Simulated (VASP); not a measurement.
# Li3H6Au (P-1) in VASP: single point with PBE

Aim: the single point of Li3H6Au with PBE.

All numbers are computed with VASP 6.6.1; they aren't measurements. Logs are shortened: lines on timing, memory, paths and dates and some standing lists are left out, and cuts for length are marked.

## Step 1: The crystal as given

The typed cell holds 10 atoms: a = 3.112 Å, b = 4.720 Å, c = 5.940 Å, α = 90.84°, β = 102.96°, γ = 90.91°.

The cell was built by a generator and needn't be a form met in nature.

## Step 2: Single point, PBE

File INCAR:

```
SYSTEM = Li3H6Au
PREC     = Accurate       ! precision mode
ENCUT    = 520            ! plane-wave cutoff, eV
EDIFF    = 1E-6           ! SCF threshold, eV
ISMEAR   = 1              ! smearing method
SIGMA    = 0.0539         ! smearing width, eV
LREAL    = .False.        ! projectors in reciprocal space
LASPH    = .True.         ! aspherical terms in the spheres
NELM     = 60             ! most SCF steps
ALGO     = Normal         ! electronic algorithm
ISIF     = 2              ! what is computed and relaxed
LWAVE    = .False.        ! write WAVECAR
LCHARG   = .False.        ! write CHGCAR
GGA      = PE             ! functional
NBANDS   = 24             ! bands
```

File KPOINTS:

```
Automatic mesh
0
Gamma
  6 4 3
  0 0 0.5
```

File POSCAR:

```
Li3H6Au
1.0
    3.1118530000      0.0000000000      0.0000000000
   -0.0748700000      4.7189740000      0.0000000000
   -1.3318110000     -0.1080220000      5.7879690000
Au Li H
1 3 6
Direct
    0.0000000000      0.0000000000      0.0000000000
    0.3880000000      0.4780000000      0.2379000000
    0.6120000000      0.5220000000      0.7621000000
    0.0000000000      0.0000000000      0.5000000000
    0.1620000000      0.3030000000      0.8850000000
    0.8380000000      0.6970000000      0.1150000000
    0.4840000000      0.7410000000      0.4780000000
    0.5160000000      0.2590000000      0.5220000000
    0.1300000000      0.7970000000      0.7930000000
    0.8700000000      0.2030000000      0.2070000000
```

Potentials or basis: VASP PAW PBE potentials, release 64 (Au, Li_sv, H).

Started as:

```
$ cat potpaw_PBE.64/Au/POTCAR potpaw_PBE.64/Li_sv/POTCAR potpaw_PBE.64/H/POTCAR > POTCAR
$ mpirun -np 1 vasp_std > vasp.out
```

OUTCAR:

```text
SYSTEM = Li3H6Au
   PREC = Accurate
   ENCUT = 520
   EDIFF = 1E-6
   ISMEAR = 1
   LREAL = .False.
   LASPH = .True.
   NELM = 60
   ISIF = 2
   GGA = PE

 ion  position               nearest neighbor table
   1  0.000  0.000  0.000-   9 1.67  10 1.67   5 1.71   6 1.71   2 2.76   3 2.76   4 2.97   4 2.97
                             3 2.99   2 2.99
   2  0.388  0.478  0.238-   1 2.76   1 2.99
   3  0.612  0.522  0.762-   1 2.76   1 2.99
   4  0.000  0.000  0.500-   1 2.97   1 2.97
   5  0.162  0.303  0.885-   1 1.71
   6  0.838  0.697  0.115-   1 1.71
   7  0.484  0.741  0.478-
   8  0.516  0.259  0.522-
   9  0.130  0.797  0.793-   1 1.67
  10  0.870  0.203  0.207-   1 1.67

  LATTYP: Found a triclinic cell.
 ALAT       =     6.0564678996
 B/A-ratio  =     0.5138065704
 C/A-ratio  =     0.7792607795
 COS(alpha) =     0.0158637404
 COS(beta)  =     0.0224960378
 COS(gamma) =     0.2939076091

  Lattice vectors:

 A1 = (  -1.7800420000,   0.1080220000,  -5.7879690000)
 A2 = (  -3.1118530000,   0.0000000000,   0.0000000000)
 A3 = (  -0.0748700000,   4.7189740000,   0.0000000000)

Analysis of symmetry for initial positions (statically):
=====================================================================
 Subroutine PRICEL returns:
 Original cell was already a primitive cell.

 Routine SETGRP: Setting up the symmetry group for a
 triclinic supercell.

 Subroutine GETGRP returns: Found  2 space group operations
 (whereof  2 operations were pure point group operations)
 out of a pool of  2 trial point group operations.

The static configuration has the point symmetry S_2 .

Analysis of symmetry for dynamics (positions and initial velocities):
=====================================================================
 Subroutine PRICEL returns:
 Original cell was already a primitive cell.

 Routine SETGRP: Setting up the symmetry group for a
 triclinic supercell.

 Subroutine GETGRP returns: Found  2 space group operations
 (whereof  2 operations were pure point group operations)
 out of a pool of  2 trial point group operations.

The dynamic configuration has the point symmetry S_2 .

 Subroutine INISYM returns: Found  2 space group operations
[... 116 lines left out ...]
   NSW    =      0    number of steps for IOM
   IBRION =     -1    ionic relax: 0-MD 1-quasi-New 2-CG
   NFREE  =      0    steps in history (QN), initial steepest desc. (CG)
   ISIF   =      2    stress and relaxation
   ISYM   =      2    0-nonsym 1-usesym 2-fastsym
   POTIM  = 0.5000    time-step for ionic-motion
   TEBEG  =    0.0;   TEEND  =   0.0 temperature during run
   PSTRESS=    0.0 pullay stress
   NELECT =      26.0000    total number of electrons
   NUPDOWN=      -1.0000    fix difference up-down
   EMIN   =  10.00;   EMAX   =-10.00  energy-range for DOS
   EFERMI =   0.00;   METHOD = LEGACY
   ISMEAR =     1;   SIGMA  =   0.05  broadening in eV -4-tet -1-fermi 0-gaus
   EFERMI_NEDOS =   21; number of points for ismear=-14 and -15
   IALGO  =     38    algorithm
   IMIX   =      4    mixing-type and parameters
     AMIX     =   0.40;   BMIX     =  1.00
     AMIX_MAG =   1.60;   BMIX_MAG =  1.00
  volume/ion in A,a.u.               =       8.50        57.36
  Fermi-wavevector in a.u.,A,eV,Ry     =   1.103066  2.084493 16.554964  1.216756
  Thomas-Fermi vector in A             =   2.239519
   LORBIT       =      0    0 simple, 1 ext, 2 COOP (PROOUT), +10 PAW based schemes
   GGA     = PE    functional components
   LHFCALC =     F    Hartree Fock is set to
   AEXX    =    0.0000 exact exchange contribution
   IVDW    =     0    specifies the selected vdW correction
   LEPSILON=     F    determine dielectric tensor
   LRPA    =     F    only Hartree local field effects (RPA)
 non-spin polarized calculation
 Methfessel and Paxton  Order N= 1 SIGMA  =   0.05
  energy-cutoff  :      520.00
  volume of cell :       84.99
 maximum number of plane-waves:      2310
   NGX = 11   NGY = 17   NGZ = 23

 number of electron      25.9999998 magnetization

 Free energy of the ion-electron system (eV)
  ---------------------------------------------------
  ext. energy  EPLUGINS =         0.00000000
  ---------------------------------------------------
  free energy    TOTEN  =       -29.91928020 eV

  energy without entropy =      -29.91923922  energy(sigma->0) =      -29.91926654

 E-fermi :   2.5051     XC(G=0):  -9.1230

 val. band max:        2.4775841375   @ k =   0.3333   0.0000   0.1667
 cond. band min:       2.5195566421   @ k =   0.5000  -0.0000   0.5000
 fundamental gap:      0.0419725047
 Fermi energy:         2.5051122009

 k-point     1 :       0.0000    0.0000    0.1667
  band No.  band energies     occupation
      1     -43.3901      2.00000
      2     -43.3826      2.00000
      3     -42.4823      2.00000
      4      -7.0837      2.00000
      5      -5.6143      2.00000
      6      -3.7615      2.00000
[... 637 lines left out ...]
     23      13.7210      0.00000
     24      14.5844      0.00000

 [... further k-points ...]

------------------------ aborting loop because EDIFF is reached ----------------------------------------

  FORCE on cell =-STRESS in cart. coord.  units (eV):
  Direction    XX          YY          ZZ          XY          YZ          ZX
  --------------------------------------------------------------------------------------
  -------------------------------------------------------------------------------------
  Total        1.9644844      0.0436197      1.2686513     -0.6910675      0.2856922      1.4234958
  in kB       37.0310750      0.8222439     23.9144285    -13.0268129      5.3853772     26.8332899
  external PRESSURE =      20.5892491 kB  Pullay stress =       0.0000000 kB

 VOLUME and BASIS-vectors are now :
 -----------------------------------------------------------------------------
  energy-cutoff  :      520.00
  volume of cell :       84.99
      direct lattice vectors                 reciprocal lattice vectors
     3.111853000  0.000000000  0.000000000     0.321351940  0.005098485  0.074038199
    -0.074870000  4.718974000  0.000000000     0.000000000  0.211910470  0.003954927
    -1.331811000 -0.108022000  5.787969000     0.000000000  0.000000000  0.172772176

 POSITION                                       TOTAL-FORCE (eV/Angst)
 -----------------------------------------------------------------------------------
      0.00000      0.00000      0.00000         0.000000      0.000000      0.000000
      0.85477      2.22997      1.37696        -0.072506     -0.012512      0.714687
      0.85040      2.38098      4.41101         0.072506      0.012512     -0.714687
     -0.66591     -0.05401      2.89398         0.000000      0.000000      0.000000
     -0.69722      1.33425      5.12235        -0.268337     -0.658916      0.245976
      2.40239      3.27670      0.66562         0.268337      0.658916     -0.245976
      0.81405      3.44513      2.76665        -0.060007      0.195352      0.105052
      0.89112      1.16583      3.02132         0.060007     -0.195352     -0.105052
     -0.71126      3.67536      4.58986        -0.209679      0.078345      0.106706
      2.41643      0.93559      1.19811         0.209679     -0.078345     -0.106706
 -----------------------------------------------------------------------------------
    total drift:                                0.000000      0.000000      0.000000

  FREE ENERGIE OF THE ION-ELECTRON SYSTEM (eV)
  ---------------------------------------------------
  free  energy   TOTEN  =       -29.9192801980 eV

  energy  without entropy=      -29.9192392197  energy(sigma->0) =      -29.91926654
```

stdout:

```text
POSCAR found type information on POSCAR AuLiH
 POSCAR found :  3 types and      10 ions
 scaLAPACK will be used
 LDA part: xc-table for (Slater+PW92), standard interpolation
 POSCAR, INCAR and KPOINTS ok, starting setup
 FFT: planning ... GRIDC
 FFT: planning ... GRID_SOFT
 FFT: planning ... GRID
 WAVECAR not read
 entering main loop
```

It took 43 s on 1 thread of AMD EPYC 9R45 (Zen 5), shared host; peak memory 0.2 GiB.

What came out:

```
Free energy            : -29.9193 eV
Largest force          : 0.753 eV/Å
Band gap on the k mesh : none (metal or under the smearing width)
```

Forces in eV/Å, atoms in the order of the input:
```
Au   0.000  0.000  0.000
Li  -0.073 -0.013  0.715
Li   0.073  0.013 -0.715
Li   0.000  0.000  0.000
H   -0.268 -0.659  0.246
H    0.268  0.659 -0.246
H   -0.060  0.195  0.105
H    0.060 -0.195 -0.105
H   -0.210  0.078  0.107
H    0.210 -0.078 -0.107
```

Caveat: the k mesh is coarse (spacing up to 0.36 Å⁻¹), so the values aren't converged; the cutoff is under 1.25 times the usual one of these potentials, so pressure, stress and relaxed cells hold a basis-set (Pulay) error.
